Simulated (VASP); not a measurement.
These are revPBE GGA, VASP's PBE PAW potentials (set 64) (plane waves; VASP) values and carry that method's errors.

The input files of a VASP run:

### INCAR
```
PREC = Accurate
EDIFFG = -0.01   ! ionic stop
SIGMA = 0.1   ! width (eV)
LWAVE = .FALSE.
NSW = 60   ! most ionic steps
IBRION = 2   ! conjugate gradients
NELM = 100
ENCUT = 520   ! plane-wave cut-off (eV)
EDIFF = 1E-6   ! SCF stop (eV)
SYSTEM = Ti
ISMEAR = 1   ! Methfessel-Paxton
LCHARG = .FALSE.
LMAXMIX = 4   ! l cut-off of mixed one-centre charges
LASPH = .TRUE.   ! aspherical one-centre terms
GGA = RE   ! revPBE
ALGO = Normal   ! blocked Davidson
ISIF = 3   ! ions, shape and volume
LREAL = .FALSE.   ! projection in real space or not
```

### POSCAR
```
Ti
1
    1.4750000000    -2.5547750000     0.0000000000
    1.4750000000     2.5547750000     0.0000000000
    0.0000000000     0.0000000000     4.6800000000
Ti
2
Direct
  0.3333330000   0.6666670000   0.2500000000
  0.6666670000   0.3333330000   0.7500000000
```

File KPOINTS:
```
Automatic mesh
0
Gamma
13 13 7
0 0 0
```

POTCAR, in this order: Ti_sv (PBE.64 set). Program: vasp_std.

What VASP printed:

### OSZICAR
```
       N       E                     dE             d eps       ncg     rms          rms(c)
DAV:   1     0.247155303251E+03    0.24716E+03   -0.13646E+04  2688   0.186E+03
DAV:   2     0.112108519487E+02   -0.23594E+03   -0.23460E+03  2800   0.492E+02
DAV:   3    -0.158852690553E+02   -0.27096E+02   -0.26887E+02  5304   0.136E+02
DAV:   4    -0.170264495366E+02   -0.11412E+01   -0.11411E+01  2752   0.293E+01
DAV:   5    -0.170931739919E+02   -0.66724E-01   -0.66722E-01  4512   0.485E+00    0.115E+01
DAV:   6    -0.150260807569E+02    0.20671E+01   -0.79374E+00  3184   0.328E+01    0.292E+00
DAV:   7    -0.150175947509E+02    0.84860E-02   -0.80086E-01  4056   0.780E+00    0.203E+00
DAV:   8    -0.150471027023E+02   -0.29508E-01   -0.22379E-01  3168   0.615E+00    0.694E-01
DAV:   9    -0.150374167564E+02    0.96859E-02   -0.57444E-02  3248   0.269E+00    0.607E-02
DAV:  10    -0.150376084335E+02   -0.19168E-03   -0.23331E-03  4224   0.397E-01    0.824E-02
DAV:  11    -0.150376742597E+02   -0.65826E-04   -0.18409E-04  3104   0.118E-01    0.254E-02
DAV:  12    -0.150376647888E+02    0.94709E-05   -0.38112E-05  3832   0.485E-02    0.932E-03
DAV:  13    -0.150376662787E+02   -0.14899E-05   -0.90114E-07  2096   0.111E-02    0.324E-03
DAV:  14    -0.150376672619E+02   -0.98322E-06   -0.37381E-07  1680   0.820E-03
   1 F= -.15037667E+02 E0= -.15037671E+02  d E =-.150377E+02
       N       E                     dE             d eps       ncg     rms          rms(c)
DAV:   1    -0.150601159951E+02   -0.22450E-01   -0.52708E-01  4488   0.101E+01    0.128E+00
DAV:   2    -0.150371337226E+02    0.22982E-01   -0.10553E-01  3648   0.375E+00    0.321E-01
DAV:   3    -0.150367495544E+02    0.38417E-03   -0.14587E-02  3864   0.733E-01    0.110E-01
DAV:   4    -0.150373073819E+02   -0.55783E-03   -0.22464E-03  3648   0.333E-01    0.534E-02
DAV:   5    -0.150377611824E+02   -0.45380E-03   -0.11117E-03  3392   0.221E-01    0.673E-02
DAV:   6    -0.150378063421E+02   -0.45160E-04   -0.26082E-04  4040   0.143E-01    0.238E-02
DAV:   7    -0.150378172485E+02   -0.10906E-04   -0.31187E-05  3432   0.505E-02    0.260E-03
DAV:   8    -0.150378169981E+02    0.25043E-06   -0.40822E-06  3280   0.118E-02
   2 F= -.15037817E+02 E0= -.15037834E+02  d E =-.149736E-03
       N       E                     dE             d eps       ncg     rms          rms(c)
DAV:   1    -0.150413890251E+02   -0.35718E-02   -0.82008E-02  4464   0.396E+00    0.503E-01
DAV:   2    -0.150378248776E+02    0.35641E-02   -0.16051E-02  3616   0.147E+00    0.129E-01
DAV:   3    -0.150377541416E+02    0.70736E-04   -0.23047E-03  3832   0.296E-01    0.445E-02
DAV:   4    -0.150378445741E+02   -0.90433E-04   -0.37959E-04  3624   0.140E-01    0.199E-02
DAV:   5    -0.150379126813E+02   -0.68107E-04   -0.15644E-04  3400   0.876E-02    0.270E-02
DAV:   6    -0.150379261146E+02   -0.13433E-04   -0.47618E-05  4080   0.576E-02    0.929E-03
DAV:   7    -0.150379295203E+02   -0.34058E-05   -0.51253E-06  3296   0.208E-02    0.105E-03
DAV:   8    -0.150379299363E+02   -0.41593E-06   -0.52976E-07  1576   0.485E-03
   3 F= -.15037930E+02 E0= -.15037941E+02  d E =-.262674E-03
       N       E                     dE             d eps       ncg     rms          rms(c)
DAV:   1    -0.150379341569E+02   -0.46366E-05   -0.97106E-05  4512   0.135E-01    0.178E-02
DAV:   2    -0.150379301163E+02    0.40406E-05   -0.19351E-05  3368   0.509E-02    0.478E-03
DAV:   3    -0.150379300649E+02    0.51363E-07   -0.25087E-06  2248   0.106E-02
   4 F= -.15037930E+02 E0= -.15037941E+02  d E =-.262803E-03
       N       E                     dE             d eps       ncg     rms          rms(c)
DAV:   1    -0.150380360098E+02   -0.10589E-03   -0.58670E-03  2856   0.111E+00    0.724E-02
DAV:   2    -0.150379753221E+02    0.60688E-04   -0.34674E-04  2688   0.238E-01    0.379E-02
DAV:   3    -0.150379481540E+02    0.27168E-04   -0.10205E-04  3912   0.108E-01    0.497E-03
DAV:   4    -0.150379483450E+02   -0.19102E-06   -0.86605E-06  3056   0.432E-02
   5 F= -.15037948E+02 E0= -.15037953E+02  d E =-.182801E-04
```

### OUTCAR
```
------------------------ aborting loop because EDIFF is reached ----------------------------------------
  FORCE on cell =-STRESS in cart. coord.  units (eV):
  Direction    XX          YY          ZZ          XY          YZ          ZX
  --------------------------------------------------------------------------------------
  Total       -0.0006583     -0.0006583     -0.0199347      0.0000000      0.0000000      0.0000000
  in kB       -0.0297613     -0.0297613     -0.9012663      0.0000000      0.0000000      0.0000000
  external PRESSURE =      -0.3202630 kB  Pullay stress =       0.0000000 kB
  volume of cell :       35.44
      direct lattice vectors                 reciprocal lattice vectors
     1.478204733 -2.560325761 -0.000000000     0.338248139 -0.195287650 -0.000000000
     1.478204733  2.560325761  0.000000000     0.338248139  0.195287650  0.000000000
    -0.000000000 -0.000000000  4.681746977     0.000000000 -0.000000000  0.213595482
 POSITION                                       TOTAL-FORCE (eV/Angst)
 -----------------------------------------------------------------------------------
      1.47820      0.85344      1.17044         0.000000     -0.000000      0.000000
      1.47820     -0.85344      3.51131        -0.000000      0.000000     -0.000000
 -----------------------------------------------------------------------------------
    total drift:                                0.000188      0.001066     -0.000018
  FREE ENERGIE OF THE ION-ELECTRON SYSTEM (eV)
  ---------------------------------------------------
  free  energy   TOTEN  =       -15.0379483450 eV

  energy  without entropy=      -15.0379629953  energy(sigma->0) =      -15.03795323

 reached required accuracy - stopping structural energy minimisation
```
(Selected blocks of OUTCAR.)

**CONTCAR**
```
Ti
   1.00000000000000
     1.4782047333442345   -2.5603257613605503   -0.0000000000000000
     1.4782047333442345    2.5603257613605503    0.0000000000000000
    -0.0000000000000000   -0.0000000000000000    4.6817469769889284
  Ti
     2
Direct
     0.3333330000000032    0.6666669999999968    0.2500000000000000
     0.6666669999999968    0.3333330000000032    0.7500000000000000
```

File OUTCAR:
```
 val. band max:        8.2282202390   @ k =   0.0769   0.0769   0.4286

 cond. band min:       8.2392061808   @ k =   0.3077   0.3077   0.2857


 Fermi energy:         8.2289982868

 k-point     1 :       0.0000    0.0000    0.0000
  band No.  band energies     occupation
      1     -48.7912      2.00000
      2     -48.6664      2.00000
      3     -25.3068      2.00000
      4     -24.7015      2.00000
      5     -24.7015      2.00000
      6     -24.6477      2.00000
      7     -24.6073      2.00000
      8     -24.6073      2.00000
      9       2.0329      2.00000
     10       5.5687      2.00000
     11       8.9043     -0.00000
     12       8.9813     -0.00000
     13       8.9813     -0.00000
     14       9.0833     -0.00000
     15       9.4645     -0.00000
     16       9.4645     -0.00000

 k-point     2 :       0.0769    0.0000    0.0000
  band No.  band energies     occupation
      1     -48.7859      2.00000
      2     -48.6643      2.00000
      3     -25.2947      2.00000
      4     -24.7261      2.00000
      5     -24.7097      2.00000
      6     -24.6528      2.00000
      7     -24.6329      2.00000
      8     -24.6105      2.00000
      9       2.1960      2.00000
     10       5.6970      2.00000
     11       8.6088     -0.00000
     12       8.6958     -0.00000
     13       9.0950     -0.00000
     14       9.2960     -0.00000
     15       9.3913     -0.00000
     16       9.5654     -0.00000

 k-point     3 :       0.1538    0.0000    0.0000
  band No.  band energies     occupation
      1     -48.7710      2.00000
      2     -48.6588      2.00000
      3     -25.2600      2.00000
      4     -24.7947      2.00000
      5     -24.7320      2.00000
      6     -24.7029      2.00000
      7     -24.6684      2.00000
      8     -24.6200      2.00000
      9       2.6686      2.00000
     10       6.0375      2.00000
     11       8.0159      2.01025
     12       8.2831      0.21680
     13       9.1532     -0.00000
...
```

The compound is Ti in the hcp structure. This run relaxes it. Symmetry was kept, so distortions that lower it aren't found.
